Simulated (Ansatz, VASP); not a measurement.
# In: VASP beside Ansatz, part 2 of 2

Wanted: the spread between two codes on one cell, functional and k mesh. The structure shown is frame 200 of Ansatz's trajectory.

VASP 6.6.1 and Ansatz 0.2.0.

So far: The structure; Ansatz: dynamics, LDA.

### 3. VASP: single point, LDA

Level of this step: LDA; plane waves and PAW (In_d) (VASP).

The same cell, functional (in two slightly different forms), mesh and smearing now go to VASP, with its own data sets.

Lines of VASP's logs that name or quote its potential files are left out, and so is its time.

INCAR reads:

```
SYSTEM = In
PREC = Accurate
ENCUT = 400
EDIFF = 1E-06
NELM = 120
ISMEAR = -1
SIGMA = 0.05
LREAL = Auto
ALGO = Normal
GGA = PW92
NBANDS = 368
LORBIT = 11
LWAVE = .FALSE.
LCHARG = .FALSE.
ISIF = 2
LASPH = .TRUE.
GGA_COMPAT = .FALSE.
EFERMI = MIDGAP
NCORE = 2
```

POSCAR reads:

```
In
1.0
   10.9398000000      0.0000000000      0.0000000000
    0.0000000000     10.9398000000      0.0000000000
    0.0000000000      0.0000000000     10.9398000000
In
48
Direct
    0.5089215525      0.9889760325      0.1000749557
    0.0092689080      0.2910199455      0.2625550741
    0.6837510741      0.4642223807      0.6055138120
    0.0946635222      0.8194299713      0.3900528346
    0.3614508492      0.7874732628      0.3833616702
    0.4422475731      0.0505585111      0.4954021097
    0.2082030750      0.3019159400      0.6931296733
    0.2202599682      0.4780800380      0.9611418856
    0.9403188358      0.5308963601      0.4942137882
    0.2448673650      0.2249766906      0.0837766687
    0.6286312364      0.1665478345      0.6288597598
    0.5437759374      0.7219144774      0.9319000347
    0.2203330957      0.5482641365      0.5113164774
    0.0478345125      0.4958408746      0.7457540357
    0.4632808644      0.2200314448      0.8547231211
    0.4826230827      0.4760781733      0.8055997367
    0.0739775864      0.7643832611      0.6572423627
    0.7529845153      0.3275471215      0.8833433884
    0.2345381086      0.0487851697      0.8378946599
    0.8717344010      0.8155450740      0.2769337648
    0.1288963235      0.0320938226      0.6039598530
    0.6048008190      0.7292912119      0.2290352657
    0.2729848809      0.7350042962      0.8168979323
    0.8540375510      0.0195707417      0.6169125578
    0.8981425620      0.2795480722      0.6329548986
    0.0074132982      0.7058721366      0.0318744401
    0.7474359678      0.8046490795      0.7488985173
    0.2046106876      0.9133165140      0.0850563996
    0.6629554471      0.0342785060      0.8750251376
    0.3814603558      0.4230881735      0.2034863526
    0.7387703614      0.2442000768      0.3392109545
    0.2146474341      0.2406168303      0.4375125688
    0.1406424249      0.5507778936      0.2530576427
    0.7091994369      0.7344192764      0.4967001225
    0.8070714273      0.5664545970      0.8364412512
    0.3477668696      0.6918408015      0.1225342328
    0.9563611766      0.4484999726      0.0303113402
    0.0269109124      0.2168869632      0.9118356826
    0.6664472842      0.9754017441      0.3251613375
    0.4493683614      0.6605970859      0.5977440173
    0.4857949871      0.9103000055      0.7135779448
    0.5816285490      0.5010969122      0.3637360829
    0.2730762902      0.0282546299      0.2917329384
    0.4558492843      0.3486901040      0.5207042176
    0.9839302364      0.9212874093      0.8706100660
    0.6309164701      0.5006124426      0.0536847109
    0.8216420776      0.5291321596      0.2418965612
    0.5899833635      0.2596116931      0.1077533410
```

KPOINTS reads:

```
Automatic mesh
0
Gamma
1 1 1
0 0 0
```

The projector-augmented-wave data sets are In_d (LDA family, release 64).

Started as:

```
$ mpirun -np 8 vasp_gam
```

Numbers of over 12 decimals in the logs are rounded to 6 here.

The program printed:

```text
[banner, memory and clock lines left out]
running    8 mpi-ranks, on    1 nodes
[...]
|                                                                             |
|               ----> ADVICE to this user running VASP <----                  |
|                                                                             |
|     You enforced a specific xc type in the INCAR file but a different       |
|     [... a line on the potential file left out ...]
|     I HOPE YOU KNOW WHAT YOU ARE DOING!                                     |
|                                                                             |

 LDA part: xc-table for (Slater(with rela. corr.)+PW92), standard interpolation
 POSCAR, INCAR and KPOINTS ok, starting setup
[...]
entering main loop
       N       E                     dE             d eps       ncg     rms          rms(c)
DAV:   1     0.901432259375E+04    0.90143E+04   -0.25834E+05   736   0.234E+03
DAV:   2     0.175204417743E+04   -0.72623E+04   -0.71635E+04   736   0.675E+02
DAV:   3     0.703814852695E+02   -0.16817E+04   -0.16002E+04   736   0.282E+02
DAV:   4    -0.145284875457E+03   -0.21567E+03   -0.20021E+03   848   0.103E+02
[...]
DAV:  16    -0.157253967399E+03   -0.15668E-05   -0.80602E-07   472   0.523E-03    0.185E-02
DAV:  17    -0.157253969725E+03   -0.23258E-05   -0.41160E-06   528   0.168E-02    0.107E-02
DAV:  18    -0.157253969796E+03   -0.70591E-07   -0.12355E-06   424   0.431E-03
   1 F= -.15725397E+03 E0= -.15720469E+03  d E =-.985610E-01
```

From OUTCAR (step 3):

```text
  Total       -8.4377071     -3.7980625     -3.6363753      1.7294732     -1.3536377      3.9829005
  in kB      -10.3253999     -4.6477691     -4.4499090      2.1163928     -1.6564750      4.8739592
  external PRESSURE =      -6.4743593 kB  Pullay stress =       0.0000000 kB

 POSITION                                       TOTAL-FORCE (eV/Angst)
 -----------------------------------------------------------------------------------
      5.56750     10.81920      1.09480         0.038305     -0.004369      0.148461
      0.10140      3.18370      2.87230         0.136102      0.494787      0.220182
      7.48010      5.07850      6.62420         0.384294      0.025968      0.460065
      1.03560      8.96440      4.26710         0.604882      0.114802      0.043871
      3.95420      8.61480      4.19390         0.431351     -0.116748     -0.178572
      4.83810      0.55310      5.41960        -0.069538     -0.196388     -0.698692
      2.27770      3.30290      7.58270         0.182557     -0.072627      0.447647
      2.40960      5.23010     10.51470         0.653813     -0.019058     -0.239679
     10.28690      5.80790      5.40660        -0.095275      0.081810     -0.411034
      2.67880      2.46120      0.91650         0.080270     -0.278550      0.195535
      6.87710      1.82200      6.87960         0.493191      0.257188     -0.163073
      5.94880      7.89760     10.19480         0.064890      0.496024     -0.097800
      2.41040      5.99790      5.59370         0.040837     -0.236775      0.146879
      0.52330      5.42440      8.15840         0.305644      0.659193      0.098581
[...]
-----------------------------------------------------------------------------------
    total drift:                               -0.014493     -0.011141     -0.000506

  FREE ENERGIE OF THE ION-ELECTRON SYSTEM (eV)
  ---------------------------------------------------
  free  energy   TOTEN  =      -157.2539697958 eV

  energy  without entropy=     -157.1554088090  energy(sigma->0) =     -157.20468930

[... 3 further parts left out ...]
[key lines of the parts left out:]
E-fermi :   6.3255
```

The run ends at a pressure of -0.65 GPa, with forces up to 1.4 eV/Å.

### 4. Differences

Known differences besides the potentials themselves: the cutoff is 420 eV in Ansatz and 400 eV in VASP (PREC = Accurate, projectors in real space); VASP's log shows a relativistic correction to its local exchange, Ansatz's none. Total energies have different zeros and are not compared.

Forces on 7 of the 48 atoms, those with the largest forces and the largest differences (eV/Å; atoms numbered as in POSCAR):

```csv
atom,"Ansatz x, y, z","VASP x, y, z"
In14,"0.301, 0.657, 0.099","0.306, 0.659, 0.099"
In18,"-0.254, -1.369, -0.258","-0.254, -1.388, -0.265"
In28,"-0.253, -0.398, -0.790","-0.260, -0.399, -0.796"
In35,"-0.077, 0.988, -0.513","-0.077, 0.999, -0.512"
In44,"-0.696, -0.382, 0.210","-0.704, -0.385, 0.211"
In46,"-0.386, 0.717, 0.137","-0.387, 0.724, 0.137"
In48,"-0.099, -0.976, 0.393","-0.098, -0.988, 0.397"
```

The forces differ by 4.2 meV/Å r.m.s., which is 1.2 % of the r.m.s. force of 0.343 eV/Å (both taken over all components).

### 5. Results

- r.m.s. force difference (single point, LDA): 1.2 % of the r.m.s. force

In words: The r.m.s. force difference is 1.2 % of the r.m.s. force (single point, LDA), within the 3 % picked in this series as the mark of a large difference. 2 further runs of this series are not shown here. Such differences can come from data sets, numerical settings and the points named under the comparisons, not from the functional's error against experiment.

[Lines on the potential files, build, host, timing and source positions are cut from VASP's logs without a mark.]

[Logs are printed without paths, hosts, clocks, repeated set-up lines and the standing remarks that a program may print on its own settings, such as how far it seeks lower states.]

[Hosts, paths, dates, database ids (printed as entryN), source tags and the programs' standing remarks are cut or masked in the printed files.]
